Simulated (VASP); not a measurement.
# Mn3N (Pm-3m) in VASP: a series of runs, part 2 of 2

VASP 6.6.1. The steps go on from the part before.

**4. Relaxation of cell and atoms, PBE, collinear spin, typed start (species swapped into the PrDy3 type (Pm-3m, No. 221))**

INCAR reads:

```
  PREC = Accurate
  ENCUT = 600
  EDIFF = 1E-6
  ISMEAR = 0
  SIGMA = 0.1
  LREAL = F
  LASPH = T
  NELM = 150
  ALGO = Normal
  ISIF = 3
  LWAVE = F
  LCHARG = F
  ISPIN = 2
  MAGMOM = 4 4 4 0
  LORBIT = 11
  LMAXMIX = 4
  GGA = PE
  IBRION = 2
  NSW = 90
  EDIFFG = -0.04
```

KPOINTS reads:

```
Automatic mesh
0
Gamma
  4 4 4
```

POSCAR reads:

```
Mn3N
1.0
    3.9137448500      0.0000000000      0.0000000000
    0.0000000000      3.9137448500      0.0000000000
    0.0000000000      0.0000000000      3.9137448500
Mn N
3 1
Direct
    0.0000000000      0.5000000000      0.5000000000
    0.5000000000      0.0000000000      0.5000000000
    0.5000000000      0.5000000000      0.0000000000
    0.0000000000      0.0000000000      0.0000000000
```

Potentials or basis: VASP PAW PBE potentials, release 64 (Mn_pv, N).

On the command line:

```
cat potpaw_PBE.64/Mn_pv/POTCAR potpaw_PBE.64/N/POTCAR > POTCAR
mpirun -np 1 vasp_std > vasp.out
```

OUTCAR:

```text
PREC = Accurate
   ENCUT = 600
   EDIFF = 1E-6
   ISMEAR = 0
   LREAL = F
   LASPH = T
   NELM = 150
   ISIF = 3
   ISPIN = 2
   LORBIT = 11
   GGA = PE
   IBRION = 2
   NSW = 90
   EDIFFG = -0.04

 ion  position               nearest neighbor table
   1  0.000  0.500  0.500-   2 2.77   3 2.77   3 2.77   2 2.77   2 2.77   3 2.77   3 2.77   2 2.77

   2  0.500  0.000  0.500-   1 2.77   3 2.77   3 2.77   1 2.77   3 2.77   3 2.77   1 2.77   1 2.77

   3  0.500  0.500  0.000-   1 2.77   2 2.77   1 2.77   2 2.77   2 2.77   2 2.77   1 2.77   1 2.77

   4  0.000  0.000  0.000-

  LATTYP: Found a simple cubic cell.
 ALAT       =     3.9137448500

  Lattice vectors:

 A1 = (   3.9137448500,   0.0000000000,   0.0000000000)
 A2 = (   0.0000000000,   3.9137448500,   0.0000000000)
 A3 = (   0.0000000000,   0.0000000000,   3.9137448500)

Analysis of symmetry for initial positions (statically):
=====================================================================
 Subroutine PRICEL returns:
 Original cell was already a primitive cell.

 Routine SETGRP: Setting up the symmetry group for a
 simple cubic supercell.

 Subroutine GETGRP returns: Found 48 space group operations
 (whereof 48 operations were pure point group operations)
 out of a pool of 48 trial point group operations.

The static configuration has the point symmetry O_h .

Analysis of symmetry for dynamics (positions and initial velocities):
=====================================================================
 Subroutine PRICEL returns:
 Original cell was already a primitive cell.

 Routine SETGRP: Setting up the symmetry group for a
 simple cubic supercell.

 Subroutine GETGRP returns: Found 48 space group operations
 (whereof 48 operations were pure point group operations)
 out of a pool of 48 trial point group operations.

The dynamic configuration has the point symmetry O_h .

Analysis of structural, dynamic, and magnetic symmetry:
=====================================================================
 Subroutine PRICEL returns:
 Original cell was already a primitive cell.

 Routine SETGRP: Setting up the symmetry group for a
 simple cubic supercell.

 Subroutine GETGRP returns: Found 48 space group operations
 (whereof 48 operations were pure point group operations)
 out of a pool of 48 trial point group operations.

The overall configuration has the point symmetry O_h .

 Subroutine INISYM returns: Found 48 space group operations
 (whereof 48 operations are pure point group operations),
 and found     1 'primitive' translations

----------------------------------------------------------------------------------------

                                     Primitive cell

  volume of cell :      59.9484

  direct lattice vectors                    reciprocal lattice vectors
     3.913744850  0.000000000  0.000000000     0.255509758  0.000000000  0.000000000
     0.000000000  3.913744850  0.000000000     0.000000000  0.255509758  0.000000000
     0.000000000  0.000000000  3.913744850     0.000000000  0.000000000  0.255509758

  length of vectors
     3.913744850  3.913744850  3.913744850     0.255509758  0.255509758  0.255509758

  position of ions in fractional coordinates (direct lattice)
[... 66 lines left out ...]
   ENCUT  =  600.0 eV  44.10 Ry    6.64 a.u.   7.82  7.82  7.82*2*pi/ulx,y,z
   NELM   =    150;   NELMIN=  2; NELMDL= -5     # of ELM steps
   EDIFF  = 0.1E-05   stopping-criterion for ELM
   LREAL  =      F    real-space projection
   EDIFFG = -.4E-01   stopping-criterion for IOM
   NSW    =     90    number of steps for IOM
   IBRION =      2    ionic relax: 0-MD 1-quasi-New 2-CG
   NFREE  =      1    steps in history (QN), initial steepest desc. (CG)
   ISIF   =      3    stress and relaxation
   ISYM   =      2    0-nonsym 1-usesym 2-fastsym
   POTIM  = 0.5000    time-step for ionic-motion
   TEBEG  =    0.0;   TEEND  =   0.0 temperature during run
   PSTRESS=    0.0 pullay stress
   NELECT =      44.0000    total number of electrons
   NUPDOWN=      -1.0000    fix difference up-down
   EMIN   =  10.00;   EMAX   =-10.00  energy-range for DOS
   EFERMI =   0.00;   METHOD = LEGACY
   ISMEAR =     0;   SIGMA  =   0.10  broadening in eV -4-tet -1-fermi 0-gaus
   EFERMI_NEDOS =   21; number of points for ismear=-14 and -15
   IALGO  =     38    algorithm
   IMIX   =      4    mixing-type and parameters
     AMIX     =   0.40;   BMIX     =  1.00
     AMIX_MAG =   1.60;   BMIX_MAG =  1.00
  volume/ion in A,a.u.               =      14.99       101.14
  Fermi-wavevector in a.u.,A,eV,Ry     =   1.476726  2.790607 29.670487  2.180719
  Thomas-Fermi vector in A             =   2.591217
   LORBIT       =     11    0 simple, 1 ext, 2 COOP (PROOUT), +10 PAW based schemes
   GGA     = PE    functional components
   LHFCALC =     F    Hartree Fock is set to
   AEXX    =    0.0000 exact exchange contribution
   IVDW    =     0    specifies the selected vdW correction
   LEPSILON=     F    determine dielectric tensor
   LRPA    =     F    only Hartree local field effects (RPA)
 conjugate gradient relaxation of ions
 spin polarized calculation
 Gauss-broadening in eV      SIGMA  =   0.10
  energy-cutoff  :      600.00
  volume of cell :       59.95
 maximum number of plane-waves:      2016
 NGX is ok and might be reduce to    32
   NGX = 15   NGY = 15   NGZ = 15

--------------------------------------- Ionic step        1  -------------------------------------------

 number of electron      43.9999979 magnetization      12.1264443

 Free energy of the ion-electron system (eV)
  ---------------------------------------------------
  ext. energy  EPLUGINS =         0.00000000
  ---------------------------------------------------
  free energy    TOTEN  =       -30.28132693 eV

  energy without entropy =      -30.24732929  energy(sigma->0) =      -30.26432811

------------------------ aborting loop because EDIFF is reached ----------------------------------------

  FORCE on cell =-STRESS in cart. coord.  units (eV):
  Direction    XX          YY          ZZ          XY          YZ          ZX
  --------------------------------------------------------------------------------------
  -------------------------------------------------------------------------------------
  Total       -4.6270983     -4.6270983     -4.6270983      0.0000000      0.0000000      0.0000000
  in kB     -123.6635700   -123.6635700   -123.6635700      0.0000000      0.0000000      0.0000000
  external PRESSURE =    -123.6635700 kB  Pullay stress =       0.0000000 kB
[... 101 lines left out ...]
--------------------------------------- Ionic step        4  -------------------------------------------

 number of electron      44.0000038 magnetization      -5.9154484

 E-fermi :   8.6731     XC(G=0): -12.9400

 val. band max:        8.6579058948   @ k =   0.2500   0.0000   0.0000
 cond. band min:       8.6789232402   @ k =   0.5000   0.2500   0.2500
 fundamental gap:      0.0210173454
 Fermi energy:         8.6730532044

 spin component 1

 k-point     1 :       0.0000    0.0000    0.0000
  band No.  band energies     occupation
      1     -38.2658      1.00000
      2     -38.2658      1.00000
      3     -38.2658      1.00000
      4     -37.8768      1.00000
      5     -37.8768      1.00000
      6     -37.8768      1.00000
[... 805 lines left out ...]
--------------------------------------- Ionic step        7  -------------------------------------------

 number of electron      43.9999998 magnetization      -5.1037416

 Free energy of the ion-electron system (eV)
  ---------------------------------------------------
  ext. energy  EPLUGINS =         0.00000000
  ---------------------------------------------------
  free energy    TOTEN  =       -32.09830584 eV

  energy without entropy =      -32.07642743  energy(sigma->0) =      -32.08736663

 E-fermi :  10.3619     XC(G=0): -13.6025

 val. band max:       10.2899237891   @ k =   0.5000   0.2500   0.0000
 cond. band min:      10.3676121751   @ k =   0.2500   0.2500   0.0000
 fundamental gap:      0.0776883860
 Fermi energy:        10.3619498975

 spin component 1

 k-point     1 :       0.0000    0.0000    0.0000
  band No.  band energies     occupation
      1     -37.0572      1.00000
      2     -37.0572      1.00000
      3     -37.0572      1.00000
      4     -36.5303      1.00000
      5     -36.5303      1.00000
      6     -36.5303      1.00000
[... 723 lines left out ...]
  FREE ENERGIE OF THE ION-ELECTRON SYSTEM (eV)
  ---------------------------------------------------
  free  energy   TOTEN  =       -32.0983058351 eV

  energy  without entropy=      -32.0764274310  energy(sigma->0) =      -32.08736663

 reached required accuracy - stopping structural energy minimisation

 total charge

# of ion       s       p       d       tot
------------------------------------------
    1        0.350   6.310   5.279  11.940
    2        0.350   6.310   5.279  11.940
    3        0.350   6.310   5.279  11.940
    4        1.275   2.146   0.000   3.422
--------------------------------------------------
tot          2.326  21.078  15.837  39.240

 magnetization (x)

# of ion       s       p       d       tot
------------------------------------------
    1       -0.011  -0.012  -1.658  -1.681
    2       -0.011  -0.012  -1.658  -1.681
    3       -0.011  -0.012  -1.658  -1.681
    4       -0.049   0.122   0.000   0.073
--------------------------------------------------
tot         -0.083   0.085  -4.973  -4.971
```

OSZICAR:

```text
N       E                     dE             d eps       ncg     rms          rms(c)
DAV:   1     0.528583978620E+03    0.52858E+03   -0.27386E+04  1280   0.189E+03
DAV:   2     0.143184937681E+01   -0.52715E+03   -0.50401E+03  1296   0.522E+02
DAV:   3    -0.328697974339E+02   -0.34302E+02   -0.32862E+02  1592   0.136E+02
[... 96 lines left out ...]
DAV:   6    -0.320983094707E+02    0.13337E-04   -0.55571E-05  1400   0.809E-02    0.336E-02
DAV:   7    -0.320983098320E+02   -0.36126E-06   -0.20025E-05  1304   0.332E-02    0.874E-03
DAV:   8    -0.320983077839E+02    0.20480E-05   -0.71828E-07   768   0.827E-03    0.510E-03
DAV:   9    -0.320983061205E+02    0.16634E-05   -0.11766E-07   640   0.376E-03    0.123E-03
DAV:  10    -0.320983058351E+02    0.28547E-06   -0.27409E-08   640   0.190E-03
   7 F= -.32098306E+02 E0= -.32087367E+02  d E =-.181698E+01  mag=    -5.1037
```

Run time: 2.5 min. Hardware: 1 thread of Intel Xeon 6975P-C (Granite Rapids), shared host; peak memory 0.22 GiB.

Results:

| Quantity | Value |
| --- | --- |
| Free energy | -32.0983 eV |
| Relaxed volume | 9.98 Å³/atom |
| Relaxed cell | a = 3.417 Å, b = 3.417 Å, c = 3.417 Å, α = 90.00°, β = 90.00°, γ = 90.00° |
| Space group after relaxing (to 0.05 Å) | Pm-3m (No. 221) |
| Energy gained by relaxing | 454.2 meV/atom |
| Ionic steps | 7 |
| Pressure after relaxing | 0.2 GPa |
| Band gap on the k mesh | none (metal or under the smearing width) |
| Net moment | -5.10 μB per cell |
| Site moments | Mn -1.68; N +0.07 μB |
| Valence electrons inside the program's atomic spheres | Mn 11.94; N 3.42 |

Step by step:
```tsv
step	energy change (eV)	largest force (eV/Å)	pressure (GPa)	volume (Å³)
1	0.0000	0.0000	-12.37	59.95
2	-0.7847	0.0000	-25.71	50.46
3	2.5520	0.0000	160.94	28.10
4	-1.5685	0.0000	-16.60	44.71
5	-1.7902	0.0000	7.16	38.67
6	-1.8161	0.0000	-0.72	40.25
7	-1.8170	0.0000	0.16	39.91
```

Final structure:
```xyz
4
Lattice="3.4174 0.0000 0.0000 0.0000 3.4174 0.0000 0.0000 0.0000 3.4174" Properties=species:S:1:pos:R:3 pbc="T T T"
Mn    0.0000    1.7087    1.7087
Mn    1.7087    0.0000    1.7087
Mn    1.7087    1.7087    0.0000
N     0.0000    0.0000    0.0000
```

Caveat: the k mesh is coarse (spacing up to 0.40 Å⁻¹), so the values aren't converged; the volume moved by over 15 % at a fixed basis, so the end points are rough.

**5. Single point, PBE, collinear spin, typed start (species swapped into the PrDy3 type (Pm-3m, No. 221))**

INCAR reads:

```
ALGO = Fast ; EDIFF = 1E-7
ENCUT = 520 ; GGA = PE
ISIF = 2 ; ISMEAR = 0
ISPIN = 2 ; LASPH = T
LCHARG = T ; LELF = T
LMAXMIX = 4 ; LORBIT = 11
LREAL = F ; LVHAR = T
LWAVE = F ; MAGMOM = 1.79 1.79 1.79 0
NBANDS = 34 ; NELM = 150
PREC = Accurate ; SIGMA = 0.1
```

KPOINTS reads:

```
k-points
0
Gamma
  6 6 6
```

POSCAR reads:

```
Mn3N
1.0
    3.4273308463      0.0000000000      0.0000000000
    0.0000000000      3.4273308463      0.0000000000
    0.0000000000      0.0000000000      3.4273308463
Mn N
3 1
Direct
    0.0000000000      0.5000000000      0.5000000000
    0.5000000000      0.0000000000      0.5000000000
    0.5000000000      0.5000000000      0.0000000000
    0.0000000000      0.0000000000      0.0000000000
```

On the command line:

```
cat potpaw_PBE.64/Mn_pv/POTCAR potpaw_PBE.64/N/POTCAR > POTCAR
mpirun -np 1 vasp_std > vasp.out
```

Run time: 49 s. Hardware: 1 thread of Intel Xeon 6975P-C (Granite Rapids), shared host; peak memory 0.18 GiB.

It converged, with:

```yaml
Free_energy: -32.1261 eV
Pressure: 0.2 GPa
Band_gap_on_the_k_mesh: none (metal or under the smearing width)
Net_moment: 5.54 μB per cell
Site_moments: Mn +1.82; N -0.09 μB
Valence_electrons_inside_the_program's_atomic_spheres: Mn 11.93; N 3.45
```

Levels at points of the mesh, in eV from the Fermi level:
Spin up:
```csv
k point,band 22,band 23,band 24,band 25,band 26,band 27,band 28,band 29
"(0.00, 0.00, 0.00)",-1.09,-1.09,-0.02,-0.02,1.03,1.57,1.57,1.57
"(0.50, 0.00, 0.00)",-0.94,-0.94,-0.45,0.17,0.55,0.55,0.61,1.57
"(0.50, 0.50, 0.00)",-1.24,-1.01,-0.55,-0.16,-0.12,0.96,0.96,1.20
"(0.50, 0.50, 0.50)",-1.18,-1.18,-0.67,-0.67,0.19,1.17,1.17,1.17
```
Spin down:
| k point | band 17 | band 18 | band 19 | band 20 | band 21 | band 22 |
| --- | --- | --- | --- | --- | --- | --- |
| (0.00, 0.00, 0.00) | -2.87 | -2.87 | -2.87 | -0.35 | 1.26 | 1.26 |
| (0.50, 0.00, 0.00) | -0.86 | -0.86 | -0.59 | 0.13 | 0.13 | 0.65 |
| (0.50, 0.50, 0.00) | -1.78 | -0.66 | -0.66 | 0.49 | 0.56 | 0.56 |
| (0.50, 0.50, 0.50) | -0.75 | -0.75 | -0.75 | 0.08 | 0.45 | 1.14 |

**6. Summary**

```tsv
task	cell	k mesh	cutoff (eV)	mesh quality	gap on the mesh (eV)	pressure (GPa)	moment (μB)
single point	species swapped into the PrDy3 type (Pm-3m, No. 221)	14 × 14 × 14	520	not flagged	none	0.1	5.63
single point	species swapped into the PrDy3 type (Pm-3m, No. 221)	4 × 4 × 4	520	coarse	none	0.3	5.09
relaxation of cell and atoms	relaxed from: species swapped into the PrDy3 type (Pm-3m, No. 221)	4 × 4 × 4	600	coarse	none	0.2	5.10
single point	species swapped into the PrDy3 type (Pm-3m, No. 221)	6 × 6 × 6	520	not flagged	none	0.2	5.54
```

Alike in all rows: level PBE; potentials or basis VASP PAW PBE potentials, release 64 (Mn_pv, N); spin collinear, typed start; smearing gaussian 0.1 eV.

Caveats: some runs use coarse meshes; the volume moved by over 15 % at a fixed basis, so the end points are rough (some runs).

Total energies depend on the potentials used, so only differences within one code and one set of settings carry meaning.
